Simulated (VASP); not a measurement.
Set up this calculation in VASP 6.6.1, as the native input.

- Task: single point
- Functional: PBE
- Potentials or basis: VASP PAW PBE potentials, release 64 (Sc_sv, Li_sv)
- Cutoff: 520 eV
- k mesh: 5 × 5 × 6
- Occupations: fermi-dirac, width 0.05 eV
- Spin: no spin polarisation
- Further INCAR settings: ALGO = Normal; EDIFF = 1e-07; NBANDS = 30

The structure of Li3Sc lies in POSCAR:

```
Li3Sc
1.0
    6.2314559140      0.0000000000      0.0000000000
   -3.1157279570      5.3965991241      0.0000000000
    0.0000000000      0.0000000000      4.9326660000
Sc Li
2 6
Direct
    0.3323200000      0.6658990000      0.7483600000
    0.6662530000      0.3309150000      0.2475810000
    0.1643830000      0.3237600000      0.2591820000
    0.1676620000      0.8496560000      0.2535830000
    0.6760070000      0.8331140000      0.2489480000
    0.8416130000      0.6812000000      0.7431680000
    0.8430950000      0.1635680000      0.7482220000
    0.3191490000      0.1585190000      0.7494260000
```

The cell comes from a database or a generator and needn't be the stable form of this composition.

The cell isn't the ideal one: atoms moved at random, drawn with an rms of 0.05 Å.

These files were run (other wordings do the same):

INCAR

```
SYSTEM = Li3Sc
  ALGO = Normal
  EDIFF = 1E-7
  ENCUT = 520
  GGA = PE
  ISIF = 2
  ISMEAR = -1
  LASPH = .TRUE.
  LCHARG = .TRUE.
  LELF = .TRUE.
  LREAL = .FALSE.
  LVHAR = .TRUE.
  LWAVE = .FALSE.
  NBANDS = 30
  NELM = 60
  PREC = Accurate
  SIGMA = 0.05
```

KPOINTS

```
k-points
0
G
  5 5 6
  0 0 0
```

Potentials or basis: VASP PAW PBE potentials, release 64 (Sc_sv, Li_sv).

Run with:

```console
$ cat potpaw_PBE.64/Sc_sv/POTCAR potpaw_PBE.64/Li_sv/POTCAR > POTCAR
$ mpirun -np 1 vasp_std > vasp.out
```

Results of the run:

```json
{
  "Largest force": "0.154 eV/Å",
  "Band gap on the k mesh": "none (metal or under the smearing width)"
}
```

It took 12 min on 1 thread of AMD EPYC 7R43 64-Core Processor (Zen 3), with other jobs on the host, peak memory 0.43 GiB.
